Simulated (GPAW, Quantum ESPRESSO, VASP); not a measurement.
## Code comparison for Al2CdS4 (I-4, 7 atoms in the cell)

Self-consistent single point.

```yaml
crystal:
  lattice:
    - [-2.79486, 2.79486, 5.08607]
    - [2.79486, -2.79486, 5.08607]
    - [2.79486, 2.79486, -5.08607]
  atoms:
    - { symbol: Al, position: [0.75000, 0.25000, 0.50000] }
    - { symbol: Al, position: [0.50000, 0.50000, 0.00000] }
    - { symbol: Cd, position: [0.00000, 0.00000, 0.00000] }
    - { symbol: S, position: [0.60110, 0.14559, 0.01519] }
    - { symbol: S, position: [0.85441, 0.86960, 0.45551] }
    - { symbol: S, position: [0.13040, 0.58591, 0.98481] }
    - { symbol: S, position: [0.41409, 0.39890, 0.54449] }
```

Shared settings, as Quantum ESPRESSO writes them: occupations = fixed; K_POINTS = automatic 6 6 6 0 0 0. Potentials and cutoffs stand in the table.

```
code                                                                      model  pressure (GPa)  largest force (eV/Å)  gap on the mesh (eV)  cutoff
----------------  -------------------------------------------------------------  --------------  --------------------  --------------------  ------
VASP                               LDA (PZ), VASP's LDA PAW potentials (set 64)           -2.54                 0.171                 2.600  300 eV
GPAW              LDA (Perdew-Wang 92), GPAW PAW datasets LDA (gpaw-data 1.0.1)           -2.50                 0.233                 2.569  550 eV
Quantum ESPRESSO            LDA (PZ), GBRV 1.5 ultrasoft (LDA) pseudopotentials           -2.45                 0.181                 2.559   40 Ry
```

Gaps are read on the mesh.

The spread over the programs that give each value: pressure within 0.09 GPa; largest force within 0.062 eV/Å; gap on the mesh within 0.041 eV.

VASP's run is marked for a possible Pulay error in its stress at this cutoff; no cutoff test was made.

VASP ran the fixed occupations as a Gaussian smearing of 0.01 eV.

The starting cell comes from a database of computed structures (which also holds hypothetical and non-ambient phases and stackings), without a prior relaxation at this level.

Left out of this page: Ansatz, CP2K and SIESTA (not drawn, or without a comparable value).
